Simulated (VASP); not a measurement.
Given:

```
Ga
1.0
    2.23154    -3.82558     0.00000
    2.23154     3.82558     0.00000
    0.00000     0.00000     4.58739
Ga
4
Cartesian
  2.23154  -1.19129   1.90560
  2.23154   1.19129   2.68179
  2.23154  -2.63430   4.19929
  2.23154   2.63430   0.38809
```

The numbers are results of PBE GGA, VASP's PBE PAW potentials (set 64) (plane waves; VASP), not measurements. Numerical set-up: 300 eV cut-off, 6×6×5 Γ-centred mesh, Fermi-Dirac smearing of 0.14 eV, potentials Ga_d.

Task: Give the energies of bands 21 to 30 at the high-symmetry points, in eV from the Fermi level.

Result: 
```json
[
 {"band": "21", "Γ": "-11.06", "Y": "-9.37", "C0": "-8.53", "Z": "-9.27", "A0": "-6.85", "T": "-7.64", "S": "-8.56", "R": "-7.18"},
 {"band": "22", "Γ": "-4.38", "Y": "-7.27", "C0": "-7.62", "Z": "-9.27", "A0": "-6.85", "T": "-7.64", "S": "-8.56", "R": "-7.18"},
 {"band": "23", "Γ": "-3.93", "Y": "-4.01", "C0": "-6.51", "Z": "-0.03", "A0": "-6.05", "T": "-5.37", "S": "-3.47", "R": "-6.27"},
 {"band": "24", "Γ": "-1.64", "Y": "-3.18", "C0": "-1.27", "Z": "-0.03", "A0": "-6.05", "T": "-5.37", "S": "-3.47", "R": "-6.27"},
 {"band": "25", "Γ": "-1.52", "Y": "-1.99", "C0": "-1.20", "Z": "0.03", "A0": "-3.62", "T": "-1.22", "S": "-1.49", "R": "-1.53"},
 {"band": "26", "Γ": "-0.73", "Y": "-1.68", "C0": "-0.29", "Z": "0.03", "A0": "-3.62", "T": "-1.22", "S": "-1.49", "R": "-1.53"},
 {"band": "27", "Γ": "0.98", "Y": "1.03", "C0": "-0.23", "Z": "0.12", "A0": "4.32", "T": "-0.78", "S": "0.61", "R": "0.50"},
 {"band": "28", "Γ": "0.98", "Y": "1.04", "C0": "0.81", "Z": "0.12", "A0": "4.32", "T": "-0.78", "S": "0.61", "R": "0.50"},
 {"band": "29", "Γ": "1.15", "Y": "3.40", "C0": "1.88", "Z": "1.98", "A0": "5.09", "T": "6.32", "S": "4.06", "R": "7.22"},
 {"band": "30", "Γ": "5.12", "Y": "3.72", "C0": "3.06", "Z": "1.98", "A0": "5.09", "T": "6.32", "S": "4.06", "R": "7.23"}
]
```

It has no gap at this level: it comes out as a metal or semimetal.

The structure comes from a computed database's Ga entry; how it stands against other phases isn't given here. The cell was not relaxed at this level.
